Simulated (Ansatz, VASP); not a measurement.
# Cross-check of CmAs between VASP and Ansatz, part 2 of 2

Aim: how closely do two programs agree when they are given the same cell, functional and k mesh?

VASP 6.6.1 and Ansatz 0.2.0.

So far: Starting point; VASP: relaxation of cell and atoms, PBEsol, DFT+U.

In doubt: an open 5f shell, unless half filled, can sit in one of many states, so energies may not be the lowest and differences between runs may mislead.

**3. Ansatz: relaxation of cell and atoms, PBEsol, DFT+U**

Level of this step: Ansatz beside VASP: Kohn-Sham DFT, plane waves, PBEsol, DFT+U (Ansatz).

Ansatz runs on its default PAW (the set named soft_2) files.

The same cell, functional, mesh and smearing now go to Ansatz, which takes its cutoff from its data sets.

Input file input.yaml:

```yaml
crystal:
  lattice:
    - [0.0, 2.9505, 2.9505]
    - [2.9505, 0.0, 2.9505]
    - [2.9505, 2.9505, 0.0]
  atoms:
    - { symbol: Cm, position: [0.5, 0.5, 0.5], spin: 7.0 }
    - { symbol: As, position: [0.0, 0.0, 0.0] }
hamiltonian:
  xc: pbesol
  pseudopotentials: { kind: paw }
  hubbard: { sites: [{ species: Cm, l: f, u_eff: 7.0 }] }
magnetization:
  spin_polarized: true
kpoints:
  mp_grid: { grid: [6, 6, 6] }
scf:
  occupations: { method: fermi_dirac, width: 0.05 }
relax:
  f_tol: 0.01
  max_steps: 60
  cell: { stress_tol: 0.05 }
output:
  forces: true
  stress: true
```

On the command line:

```sh
$ ansatz run input.yaml --threads 4 --pin off --max-ram 9216MiB --backend cpu --events-out ev --progress --plain --runs-dir out
```

Numbers of over 12 decimals in the logs are rounded to 6 here.

What it wrote:

```text
Cm: projections on atomic orbitals take those of the free atom [Xe 4f14 5d10] 5f7 6s2 6p6 6d1 7s2, of charge +0.00 (hamiltonian.pseudopotentials.projection_atoms); the dataset's partial waves leave at most 1.5e-4 of an orbital's norm unspanned inside its sphere
As: projections on atomic orbitals take those of the free atom [Ar] 3d10 4s2 4p3, of charge +0.00 (hamiltonian.pseudopotentials.projection_atoms); the dataset's partial waves leave at most 1.7e-6 of an orbital's norm unspanned inside its sphere
Engine: ansatz 0.2.0, aarch64-unknown-linux-gnu
Pseudopotentials: kind: paw
Pseudopotential: Cm, paw, valence charge 18, recommended cutoff 420 eV (normal), Cm.paw.azcp
Pseudopotential: As, paw, valence charge 15, recommended cutoff 420 eV (normal), As.paw.azcp
Functional definition: PBEsol
  exchange = pbesol_x
  correlation = pbesol_c
Crystal: 2 atoms, lattice volume = 51.371 Å³
Basis set: ecut = 420 eV, 965 PW (Γ), exchange–correlation on 60×60×60 points (8 copies of the dense FFT grid, shifted against one another)
Bands: 24, of which v1, the nominal top of the filled ones, is band 17 counted from 1 (16 counted from 0)
Symmetry: 48 space group operations
Space group: Fm-3m (ITA 225), of the structure as read, at distance tolerance 3.7e-5 Å
Magnetic group: BNS 225.116 (UNI 1618), of the structure as read, at distance tolerance 3.7e-5 Å
k-points: 16 of 216
Non-local potential: Cm, projectors of the file, l = 0: 3, l = 1: 2, l = 2: 2, l = 3: 3
Non-local potential: As, projectors of the file, l = 0: 2, l = 1: 2, l = 2: 3, l = 3: 1
PAW form: soft (Blöchl's): semilocal exchange-correlation on the pseudo side does not see the compensation charge
PAW frozen core: Cm, regenerated for the run's functional, and the local potential with it (the file was generated under x = pbe(κ = 0.804, μ = 0.219515), c = pbe(β = 0.066725))
PAW frozen core: As, regenerated for the run's functional, and the local potential with it (the file was generated under x = pbe(κ = 0.804, μ = 0.219515), c = pbe(β = 0.066725))
PAW one-centre angular grid: Cm, 590 points (default); XC on 64 Gauss nodes
PAW one-centre angular grid: As, 590 points (default); XC on 64 Gauss nodes
Initial density: superposition of atomic densities (chi_scale 0.1, normalization cell, long waves kept (reshape's long-wave potential 0.00 eV rms))
Starting moments: Σ|m| = 7 μB on 1 of 2 sites
Initial wavefunctions: pseudopotential atomic-orbital guess
Functional: x = pbesol(κ = 0.804, μ = 0.123457), c = pbesol(β = 0.046)
iter 1 solved again at ethr=3.04e-3 eV; its pass at ethr=3.10e-3 eV (dr2=1.00e0 eV) is discarded
SCF iter   1: F=—  HF=-20809.333755 eV  |F-HF|=—  |Δ(HF+E_count)|=         —  Δρ=2.83e-2 (↑2.83e-2 ↓1.94e-2)  dr2=1.02e0  dr2_m=8.19e-2  M=6.975 μB ∫|m|=7.214 μB  β_m=0.30  ethr=3.04e-3  ⟨swp⟩=1.0  Hψ=3874  notcnv=0
Mixer restart at iter 1: flushing history
preconditioner: auto → Kerker (q_TF=auto, 2.534 Å⁻¹)  [metal: Δε(μ)=0.031 eV  Ē_g=13.443 eV  σ=0.050 eV  W_gap=0.15  n_scr=14 (ndim 8)  ℏωp=23.7 eV  f_vac=0.000  D(μ)=0.63/eV (n_scr^D=0)]
spin=Collinear: Kerker preconditioning applied to the charge; magnetization (m = ρ↑ − ρ↓) channel mixes plain (no charge-response kernel on spin).
SCF iter   2: F=—  HF=-20809.149905 eV  |F-HF|=—  |Δ(HF+E_count)|=   1.84e-1  Δρ=1.90e-2 (↑1.90e-2 ↓1.46e-2)  dr2=4.79e-1  dr2_m=3.32e-2  M=6.987 μB ∫|m|=7.228 μB  β_m=0.56  ethr=3.04e-3  ⟨swp⟩=2.0  Hψ=1002  notcnv=0
SCF iter   3: F=—  HF=-20809.019948 eV  |F-HF|=—  |Δ(HF+E_count)|=   1.30e-1  Δρ=4.88e-3 (↑4.74e-3 ↓4.88e-3)  dr2=3.77e-2  dr2_m=2.64e-4  M=6.997 μB ∫|m|=7.256 μB  β_m=0.64  ethr=1.45e-3  ⟨swp⟩=3.0  Hψ=1594  notcnv=0  defer=1
SCF iter   4: F=—  HF=-20809.014666 eV  |F-HF|=—  |Δ(HF+E_count)|=         —  Δρ=1.28e-3 (↑1.28e-3 ↓1.19e-3)  dr2=3.11e-3  dr2_m=9.02e-5  M=6.999 μB ∫|m|=7.270 μB  β_m=0.64  ethr=1.14e-4  ⟨swp⟩=2.4  Hψ=1547  notcnv=0  defer=7
Mixer restart at iter 4: flushing history
SCF iter   5: F=—  HF=-20809.014646 eV  |F-HF|=—  |Δ(HF+E_count)|=   1.93e-5  Δρ=7.50e-4 (↑7.50e-4 ↓7.25e-4)  dr2=1.14e-3  dr2_m=1.72e-5  M=6.999 μB ∫|m|=7.272 μB  β_m=0.82  ethr=9.42e-6  ⟨swp⟩=2.4  Hψ=1190  notcnv=0  defer=7
SCF iter   6: F=—  HF=-20809.014796 eV  |F-HF|=—  |Δ(HF+E_count)|=   1.49e-4  Δρ=2.34e-4 (↑2.08e-4 ↓2.34e-4)  dr2=1.66e-4  dr2_m=7.80e-7  M=6.999 μB ∫|m|=7.275 μB  β_m=0.71  ethr=3.45e-6  ⟨swp⟩=2.0  Hψ=940  notcnv=0  defer=7
SCF iter   7: F=—  HF=-20809.014693 eV  |F-HF|=—  |Δ(HF+E_count)|=   1.02e-4  Δρ=1.22e-4 (↑1.22e-4 ↓9.75e-5)  dr2=2.54e-5  dr2_m=1.05e-6  M=6.999 μB ∫|m|=7.276 μB  β_m=0.85  ethr=5.02e-7  ⟨swp⟩=2.0  Hψ=1253  notcnv=0  defer=7
SCF iter   8: F=—  HF=-20809.014697 eV  |F-HF|=—  |Δ(HF+E_count)|=   4.06e-6  Δρ=3.42e-5 (↑3.42e-5 ↓2.34e-5)  dr2=8.11e-7  dr2_m=2.35e-7  M=6.999 μB ∫|m|=7.276 μB  β_m=0.83  ethr=7.71e-8  ⟨swp⟩=2.0  Hψ=1033  notcnv=0  defer=7
SCF iter   9: F=—  HF=-20809.014697 eV  |F-HF|=—  |Δ(HF+E_count)|=   7.23e-8  Δρ=1.06e-5 (↑8.30e-6 ↓1.06e-5)  dr2=2.46e-7  dr2_m=5.11e-9  M=6.999 μB ∫|m|=7.276 μB  β_m=0.89  ethr=2.46e-9  ⟨swp⟩=2.0  Hψ=1084  notcnv=0  defer=7
[...]
Σ components = -20809.014959   (vs F -20809.014959, Δ=0.00e0)
--- Forces (eV/Å), atoms counted from 1 ---
  atom   1  Cm     0.00000000    -0.00000000     0.00000000
  atom   2  As    -0.00000000     0.00000000     0.00000000
  max |Σ_I F_I| component: 4.19e-29 eV/Å
--- Stress (GPa, compression-positive) ---
       -0.000862      -0.000000      -0.000000
       -0.000000      -0.000862      -0.000000
       -0.000000      -0.000000      -0.000862
  P = ⅓ Tr σ = -0.0009 GPa (-0.009 kbar)
Occupation matrices written to <dir>
--- The result so far, ahead of a search for a lower minimum behind the relaxation; the run's own can be another ---
--- Relaxed structure (3 steps of the walk, 2 accepted, 1 SCFs on fresh bases) ---
  F+E_penalty+E_count = -20809.01495854 eV   max|allowed force component| = 2.110e-29 eV/Å   (the final SCF, on the basis selected at the relaxed cell)
  cell:  # Å, volume = 51.1129 Å³
    - [0, 2.945553, 2.945553]
    - [2.945553, 0, 2.945553]
    - [2.945553, 2.945553, 0]
  atoms:
    - { symbol: Cm, position: [0.5, 0.5, 0.5] }
    - { symbol: As, position: [0, 0, 0] }
--- Search for a lower minimum behind the relaxation: the rows below count on from the relaxation's ---
iter 1 solved again at ethr=3.03e-3 eV; its pass at ethr=3.10e-3 eV (dr2=1.00e0 eV) is discarded
SCF iter   1: F=—  HF=-20809.334132 eV  |F-HF|=—  |Δ(HF+E_count)|=         —  Δρ=2.83e-2 (↑2.83e-2 ↓1.94e-2)  dr2=1.01e0  dr2_m=8.12e-2  M=6.972 μB ∫|m|=7.212 μB  β_m=0.30  ethr=3.03e-3  ⟨swp⟩=1.0  Hψ=3893  notcnv=0
Mixer restart at iter 1: flushing history
preconditioner: auto → Kerker (q_TF=auto, 2.536 Å⁻¹)  [metal: Δε(μ)=0.052 eV  Ē_g=13.454 eV  σ=0.050 eV  W_gap=0.25  n_scr=14 (ndim 8)  ℏωp=23.8 eV  f_vac=0.000  D(μ)=0.62/eV (n_scr^D=0)]
spin=Collinear: Kerker preconditioning applied to the charge; magnetization (m = ρ↑ − ρ↓) channel mixes plain (no charge-response kernel on spin).
SCF iter   2: F=—  HF=-20809.150347 eV  |F-HF|=—  |Δ(HF+E_count)|=   1.84e-1  Δρ=1.90e-2 (↑1.90e-2 ↓1.46e-2)  dr2=4.79e-1  dr2_m=3.29e-2  M=6.984 μB ∫|m|=7.226 μB  β_m=0.57  ethr=3.03e-3  ⟨swp⟩=2.0  Hψ=1002  notcnv=0
SCF iter   3: F=—  HF=-20809.020119 eV  |F-HF|=—  |Δ(HF+E_count)|=   1.30e-1  Δρ=4.89e-3 (↑4.74e-3 ↓4.89e-3)  dr2=3.75e-2  dr2_m=2.53e-4  M=6.996 μB ∫|m|=7.255 μB  β_m=0.64  ethr=1.45e-3  ⟨swp⟩=3.1  Hψ=1612  notcnv=0  defer=1
SCF iter   4: F=—  HF=-20809.014923 eV  |F-HF|=—  |Δ(HF+E_count)|=         —  Δρ=1.29e-3 (↑1.29e-3 ↓1.20e-3)  dr2=3.12e-3  dr2_m=8.96e-5  M=6.998 μB ∫|m|=7.269 μB  β_m=0.64  ethr=1.14e-4  ⟨swp⟩=2.5  Hψ=1542  notcnv=0  defer=6
Mixer restart at iter 4: flushing history
SCF iter   5: F=—  HF=-20809.014907 eV  |F-HF|=—  |Δ(HF+E_count)|=   1.57e-5  Δρ=7.54e-4 (↑7.54e-4 ↓7.30e-4)  dr2=1.14e-3  dr2_m=1.72e-5  M=6.998 μB ∫|m|=7.271 μB  β_m=0.82  ethr=9.46e-6  ⟨swp⟩=2.4  Hψ=1206  notcnv=0  defer=6
SCF iter   6: F=—  HF=-20809.015057 eV  |F-HF|=—  |Δ(HF+E_count)|=   1.49e-4  Δρ=2.35e-4 (↑2.09e-4 ↓2.35e-4)  dr2=1.64e-4  dr2_m=7.96e-7  M=6.998 μB ∫|m|=7.274 μB  β_m=0.71  ethr=3.46e-6  ⟨swp⟩=2.0  Hψ=940  notcnv=0  defer=6
SCF iter   7: F=—  HF=-20809.014955 eV  |F-HF|=—  |Δ(HF+E_count)|=   1.02e-4  Δρ=1.22e-4 (↑1.22e-4 ↓9.75e-5)  dr2=2.53e-5  dr2_m=1.05e-6  M=6.998 μB ∫|m|=7.275 μB  β_m=0.85  ethr=4.98e-7  ⟨swp⟩=2.0  Hψ=1253  notcnv=0  defer=6
SCF iter   8: F=—  HF=-20809.014959 eV  |F-HF|=—  |Δ(HF+E_count)|=   3.99e-6  Δρ=3.44e-5 (↑3.44e-5 ↓2.34e-5)  dr2=8.07e-7  dr2_m=2.37e-7  M=6.998 μB ∫|m|=7.275 μB  β_m=0.83  ethr=7.67e-8  ⟨swp⟩=2.0  Hψ=1033  notcnv=0  defer=6
SCF iter   9: F=—  HF=-20809.014958 eV  |F-HF|=—  |Δ(HF+E_count)|=   7.17e-8  Δρ=1.06e-5 (↑8.30e-6 ↓1.06e-5)  dr2=2.42e-7  dr2_m=5.38e-9  M=6.998 μB ∫|m|=7.275 μB  β_m=0.89  ethr=2.45e-9  ⟨swp⟩=2.1  Hψ=1103  notcnv=0  defer=6
SCF iter  10: F=-20809.014959 eV  HF=-20809.014959 eV  |F-HF|=9.68e-10  |Δ(HF+E_count)|=   4.75e-8  Δρ=4.19e-6 (↑4.19e-6 ↓3.25e-6)  dr2=2.01e-8  dr2_m=4.93e-10  M=6.998 μB ∫|m|=7.275 μB  ethr=3.03e-10  ⟨swp⟩=1.0  Hψ=2183  notcnv=0
SCF 1 converged in 10 iterations: F = -20809.014959 eV  dr2 = 2.01e-8
SCF converged after 6 iterations
Magnetization: 6.9980 μB (19.9990 up, 13.0010 down)
Absolute magnetization: 7.2709 μB (∫|ρ↑−ρ↓|, with the PAW one-centre terms)
Spin contamination: 0.0464 ħ² per cell (⟨S²⟩ above its minimum at these occupations)
Per-site moments (μB) at R_I (Å): [(6.847077, 1.215041), (-0.127899, 1.215041)]
Free energy (F): -20809.014959 eV
Harris-Foulkes:  -20809.014959 eV  (|F-HF|=0.00e0)
Internal energy: -20809.011714 eV  (E = F + TS)
E sigma→0 (E₀):  -20809.013336 eV
Entropy (-TS):   -0.003244 eV (-1.622 meV/atom)
Fermi energy:    12.929259 eV
--- Per-component energies (eV) ---
  E_band       = -215.206312
  E_kinetic    = 461.521264
  E_local      = -3426.708881  (includes V_loc(G=0)·N_el)
  E_nonlocal   = 113.080204
  E_hartree    = 1590.172730
  E_xc         = -254.941907
  E_vxc        = -272.896133  (∫ρ·V_xc dr)
  E_hubbard    = 0.219444  (on-site DFT+U / exact-exchange correction)
  E_vhub       = -24.172408  (the Hubbard potential's part of the band-sum identity)
  E_paw        = -15498.126654  (= ΣΔE_a)
  E_vpaw       = -246.375785  (= ΣTr[D̂ρ^β])
  E_aug_tail   = 0.000008  (compensation charges beyond the density's cutoff)
  E_ewald      = -3795.445990
  E_core_change = 1.218067  (= ΣΔE_core)
  E_smearing   = -0.003244  (= −TS)
  E_closure    = 0.000000  (closes the sum)
  Σ components = -20809.014959   (vs F -20809.014959, Δ=0.00e0)
--- Forces (eV/Å), atoms counted from 1 ---
  atom   1  Cm     0.00000000    -0.00000000     0.00000000
  atom   2  As    -0.00000000     0.00000000     0.00000000
  max |Σ_I F_I| component: 4.19e-29 eV/Å
--- Stress (GPa, compression-positive) ---
       -0.000862      -0.000000      -0.000000
       -0.000000      -0.000862      -0.000000
       -0.000000      -0.000000      -0.000862
  P = ⅓ Tr σ = -0.0009 GPa (-0.009 kbar)
--- Relaxed structure (3 steps of the walk, 2 accepted, 1 SCFs on fresh bases) ---
  F+E_penalty+E_count = -20809.01495854 eV   max|allowed force component| = 2.110e-29 eV/Å   (the final SCF, on the basis selected at the relaxed cell)
  cell:  # Å, volume = 51.1129 Å³
    - [0, 2.945553, 2.945553]
    - [2.945553, 0, 2.945553]
    - [2.945553, 2.945553, 0]
  atoms:
    - { symbol: Cm, position: [0.5, 0.5, 0.5] }
    - { symbol: As, position: [0, 0, 0] }
```

Elapsed: 5.7 s, on 4 threads of Arm Neoverse V1, shared host; peak memory 0.44 GiB; 17 s of CPU time.

**4. Comparison**

Known differences besides the PAW data sets themselves: U acts on the PAW sphere in VASP and on atomic orbitals in Ansatz, so only states and trends compare; both relaxations stop at a tolerance, which leaves soft axes loose, and VASP keeps its plane-wave basis; the data sets hold 33 valence electrons in Ansatz (default PAW (the set named soft_2) files) and 23 in VASP; the cutoff is 420 eV in Ansatz and 400 eV in VASP; Ansatz makes its cores anew for this functional, VASP keeps those of its PBE data sets; Ansatz adds a Pulay correction to the stress that steers its cell, VASP none; site moments are counted in spheres of each program's own size. Total energies have different zeros and are not compared.

Both answers:

```
                                         quantity  Ansatz   VASP  difference
                                      volume (Å³)   51.11  51.23     -0.22 %
edge a after relaxation, in the typed setting (Å)   4.166  4.169     -0.08 %
                                total moment (μB)    7.00   7.00        0.00
                               moment on Cm1 (μB)    6.85   6.95       -0.10
                               moment on As2 (μB)   -0.13  -0.11       -0.02
```

The walks stopped with 0.00 GPa left in Ansatz and 0.00 GPa in VASP; each walk ends within a tolerance, so the volume difference is uncertain by about these residues over the bulk modulus, most in soft cells.

**5. Results**

- difference in moment on Cm1 (relaxation of cell and atoms, PBEsol, DFT+U): -0.098 μB

**Reading.** The difference in moment on Cm1 is -0.098 μB (relaxation of cell and atoms, PBEsol, DFT+U). How closely two codes agree says nothing of how well the functional describes the real material.

[Lines on the potential files, build, host, timing and source positions are cut from VASP's logs without a mark.]

[Logs are printed without paths, hosts, clocks, repeated set-up lines and the standing remarks that a program may print on its own settings, such as how far it seeks lower states.]

[Hosts, paths, dates, database ids (printed as entryN), source tags and the programs' standing remarks are cut or masked in the printed files.]
